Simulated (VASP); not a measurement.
Output of a VASP run:

File OSZICAR:
```
       N       E                     dE             d eps       ncg     rms          rms(c)
DAV:   1    -0.123868746041E+03   -0.12387E+03   -0.37577E+03   630   0.863E+02
DAV:   2    -0.172181527952E+03   -0.48313E+02   -0.47124E+02   826   0.160E+02
DAV:   3    -0.173946652814E+03   -0.17651E+01   -0.17630E+01   825   0.358E+01
DAV:   4    -0.173974893399E+03   -0.28241E-01   -0.28228E-01   943   0.457E+00
DAV:   5    -0.859141427344E+01    0.16538E+03   -0.13969E+00   644   0.998E+00    0.258E+00
DAV:   6    -0.850533971225E+01    0.86075E-01   -0.42263E-01   674   0.411E+00    0.209E+00
DAV:   7    -0.851253606518E+01   -0.71964E-02   -0.65846E-02   839   0.172E+00    0.161E+00
DAV:   8    -0.851518548228E+01   -0.26494E-02   -0.46731E-03   913   0.547E-01    0.101E+00
DAV:   9    -0.851595113333E+01   -0.76565E-03   -0.79218E-04   870   0.273E-01    0.570E-01
DAV:  10    -0.851638581105E+01   -0.43468E-03   -0.27793E-04   773   0.172E-01    0.310E-01
DAV:  11    -0.851661977440E+01   -0.23396E-03   -0.10146E-04   806   0.106E-01    0.171E-01
DAV:  12    -0.851673375941E+01   -0.11399E-03   -0.42009E-05   766   0.688E-02    0.960E-02
DAV:  13    -0.851678925428E+01   -0.55495E-04   -0.19680E-05   803   0.451E-02    0.550E-02
DAV:  14    -0.851681564273E+01   -0.26388E-04   -0.86559E-06   772   0.294E-02    0.320E-02
DAV:  15    -0.851682798363E+01   -0.12341E-04   -0.39516E-06   796   0.196E-02    0.186E-02
DAV:  16    -0.851683366842E+01   -0.56848E-05   -0.16561E-06   710   0.127E-02    0.110E-02
DAV:  17    -0.851683628504E+01   -0.26166E-05   -0.74021E-07   646   0.843E-03    0.652E-03
DAV:  18    -0.851683744827E+01   -0.11632E-05   -0.30172E-07   342   0.555E-03    0.397E-03
DAV:  19    -0.851683797041E+01   -0.52214E-06   -0.15836E-07   351   0.419E-03
   1 F= -.85168380E+01 E0= -.85168380E+01  d E =-.126137E-62
```

**OUTCAR**
```
------------------------ aborting loop because EDIFF is reached ----------------------------------------
  FORCE on cell =-STRESS in cart. coord.  units (eV):
  Direction    XX          YY          ZZ          XY          YZ          ZX
  --------------------------------------------------------------------------------------
  Total        0.1459687      0.1459687      0.1459687     -0.0000000      0.0000000     -0.0000000
  in kB        7.3380034      7.3380034      7.3380034     -0.0000000      0.0000000     -0.0000000
  external PRESSURE =       7.3380034 kB  Pullay stress =       0.0000000 kB
  volume of cell :       31.87
      direct lattice vectors                 reciprocal lattice vectors
     0.000000000  2.516445000  2.516445000    -0.198692997  0.198692997  0.198692997
     2.516445000  0.000000000  2.516445000     0.198692997 -0.198692997  0.198692997
     2.516445000  2.516445000  0.000000000     0.198692997  0.198692997 -0.198692997
  FREE ENERGIE OF THE ION-ELECTRON SYSTEM (eV)
  ---------------------------------------------------
  free  energy   TOTEN  =        -8.5168379704 eV

  energy  without entropy=       -8.5168379704  energy(sigma->0) =       -8.51683797

  exchange ACFDT corr.  =         0.00000000  see jH, gK, PRB 81, 115126
```
(Selected blocks of OUTCAR.)

### POSCAR
```
LiCl
1
    0.0000000000     2.5164450000     2.5164450000
    2.5164450000     0.0000000000     2.5164450000
    2.5164450000     2.5164450000     0.0000000000
Li Cl
1 1
Direct
  0.0000000000   0.0000000000   0.0000000000
  0.5000000000   0.5000000000   0.5000000000
```

Task: Reconstruct the remaining input files.

Result: One answer among several that fit: the input of the run itself, HSE06 screened hybrid, plane waves, VASP's PBE PAW potentials (set 64).

### KPOINTS
```
Automatic mesh
0
Gamma
9 9 9
0 0 0
```

### INCAR
```
! general
SYSTEM    =  LiCl
PREC      =  Accurate
ENCUT     =  400   ! plane-wave cut-off (eV)
LREAL     =  .FALSE.   ! projection in real space or not
LASPH     =  .TRUE.   ! aspherical one-centre terms
ISYM      =  3

! electronic loop
EDIFF     =  1E-6   ! SCF stop (eV)
NELM      =  100   ! most electronic steps
ALGO      =  Normal

! smearing
ISMEAR    =  0   ! Gaussian
SIGMA     =  0.01   ! width (eV)

! functional
GGA       =  PE
LHFCALC   =  .TRUE.
AEXX      =  0.25
HFSCREEN  =  0.2   ! 1/Angstrom
PRECFOCK  =  Fast

! ions
ISIF      =  2   ! forces and stress, cell fixed

! output
LWAVE     =  .FALSE.
LCHARG    =  .FALSE.
```

POTCAR, in this order: Li_sv Cl (PBE.64 set). Program: vasp_std.

At this cut-off the stress carries a Pulay error, which pulls relaxed volumes low.

The structure comes from a computed database's LiCl entry; how it stands against other phases isn't given here. The cell was not relaxed at this level.
